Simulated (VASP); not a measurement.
Output of a VASP run:

**OSZICAR**
```
       N       E                     dE             d eps       ncg     rms          rms(c)
DAV:   1     0.235619734248E+03    0.23562E+03   -0.17550E+04  1056   0.197E+03
DAV:   2     0.792646724852E+01   -0.22769E+03   -0.22217E+03  1110   0.377E+02
DAV:   3    -0.141275125938E+02   -0.22054E+02   -0.21970E+02  1272   0.119E+02
DAV:   4    -0.146401040316E+02   -0.51259E+00   -0.51210E+00  1242   0.187E+01
DAV:   5    -0.146493715387E+02   -0.92675E-02   -0.92666E-02  1286   0.247E+00    0.945E+00
DAV:   6    -0.137573110497E+02    0.89206E+00   -0.20968E+00  1638   0.436E+01    0.742E+00
DAV:   7    -0.137938195196E+02   -0.36508E-01   -0.19425E+00  1140   0.798E+00    0.337E+00
DAV:   8    -0.137766550263E+02    0.17164E-01   -0.13043E-01  1432   0.494E+00    0.112E+00
DAV:   9    -0.137770684979E+02   -0.41347E-03   -0.18826E-02  1464   0.275E+00    0.256E-01
DAV:  10    -0.137772507660E+02   -0.18227E-03   -0.16684E-03  1206   0.405E-01    0.157E-01
DAV:  11    -0.137774144967E+02   -0.16373E-03   -0.13939E-04  1248   0.835E-02    0.466E-02
DAV:  12    -0.137774633764E+02   -0.48880E-04   -0.63762E-05  1158   0.686E-02    0.166E-02
DAV:  13    -0.137774637305E+02   -0.35410E-06   -0.31785E-06  1538   0.257E-02    0.855E-03
DAV:  14    -0.137774646937E+02   -0.96323E-06   -0.24198E-06  1176   0.891E-03    0.233E-03
DAV:  15    -0.137774645560E+02    0.13767E-06   -0.13671E-07   924   0.612E-03    0.105E-03
DAV:  16    -0.137774645720E+02   -0.15981E-07   -0.96356E-08   726   0.229E-03
   1 F= -.13777465E+02 E0= -.13777465E+02  d E =-.137775E+02
```

### OUTCAR
```
------------------------ aborting loop because EDIFF is reached ----------------------------------------
  FORCE on cell =-STRESS in cart. coord.  units (eV):
  Direction    XX          YY          ZZ          XY          YZ          ZX
  --------------------------------------------------------------------------------------
  Total       -0.0217667     -0.0217667      0.0319176      0.0000000     -0.0000000      0.0000000
  in kB       -0.4316561     -0.4316561      0.6329588      0.0000000     -0.0000000      0.0000000
  external PRESSURE =      -0.0767845 kB  Pullay stress =       0.0000000 kB
  volume of cell :       80.79
      direct lattice vectors                 reciprocal lattice vectors
     1.923714660 -3.331971488  0.000000000     0.259913806 -0.150061308  0.000000000
     1.923714660  3.331971488  0.000000000     0.259913806  0.150061308  0.000000000
     0.000000000  0.000000000  6.302224491     0.000000000  0.000000000  0.158674132
  FREE ENERGIE OF THE ION-ELECTRON SYSTEM (eV)
  ---------------------------------------------------
  free  energy   TOTEN  =       -13.7774645720 eV

  energy  without entropy=      -13.7774645720  energy(sigma->0) =      -13.77746457

 reached required accuracy - stopping structural energy minimisation
```
(Selected blocks of OUTCAR.)

POSCAR:
```
ZnS
1
    1.9237146605    -3.3319714879     0.0000000000
    1.9237146605     3.3319714879     0.0000000000
    0.0000000000     0.0000000000     6.3022244914
Zn S
2 2
Direct
  0.6666670000   0.3333330000   0.5001246574
  0.3333330000   0.6666670000   0.0001246574
  0.6666670000   0.3333330000   0.8748753426
  0.3333330000   0.6666670000   0.3748753426
```

Reconstruct the remaining input files.

Several could match; the one computed here: the input of the run itself, PW91 GGA, plane waves, VASP's PBE PAW potentials (set 64).

File KPOINTS:
```
Automatic mesh
0
Gamma
7 7 4
0 0 0
```

### INCAR
```
SYSTEM = ZnS
PREC = Accurate
ENCUT = 520
EDIFF = 1E-7
NELM = 100
ALGO = Normal
LREAL = .FALSE.
LASPH = .TRUE.
ISMEAR = 0
SIGMA = 0.05
GGA = 91
LMAXMIX = 4
LWAVE = .FALSE.
LCHARG = .FALSE.
ISIF = 4
IBRION = 2
NSW = 30
EDIFFG = -0.01
```

POTCAR, in this order: Zn S (PBE.64 set). Program: vasp_std.

The compound is ZnS in the wurtzite structure, the high-temperature form. It was relaxed first.
